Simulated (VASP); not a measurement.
Ba:

```xyz
1
Lattice="-2.5065 2.5065 2.5065 2.5065 -2.5065 2.5065 2.5065 2.5065 -2.5065" Properties=species:S:1:pos:R:3 pbc="T T T"
Ba    0.0000    0.0000    0.0000
```

* Program: VASP 6.6.1
* Task: relaxation of cell and atoms
* Functional: LDA
* Potentials or basis: VASP PAW LDA potentials, release 64 (Ba_sv)
* Cutoff: 600 eV
* k mesh: 12 × 12 × 12
* Occupations: methfessel-paxton, width 0.1 eV
* Spin: no spin polarisation

At the start: pressure -1.2 GPa; volume 62.99 Å³/atom.

Q: How do energy, volume and symmetry change on relaxing?

A: Over 4 steps the energy falls by 39.0 meV/atom and the volume is 53.94 Å³/atom (-14.4 %); space group Im-3m (No. 229, to 0.05 Å).

The path:
| step | energy change (eV) | largest force (eV/Å) | pressure (GPa) | volume (Å³) |
| --- | --- | --- | --- | --- |
| 1 | 0.0000 | 0.0000 | -1.25 | 62.99 |
| 2 | -0.0276 | 0.0000 | -0.75 | 58.62 |
| 3 | -0.0390 | 0.0000 | -0.08 | 54.38 |
| 4 | -0.0390 | 0.0000 | 0.02 | 53.94 |

Final structure:
```
Ba
1.0
    -2.38025    2.38025    2.38025
     2.38025   -2.38025    2.38025
     2.38025    2.38025   -2.38025
Ba
1
Direct
  0.00000 0.00000 0.00000
```

Caveat: the volume moved by -14 % from the deposited cell, more than functionals usually miss.
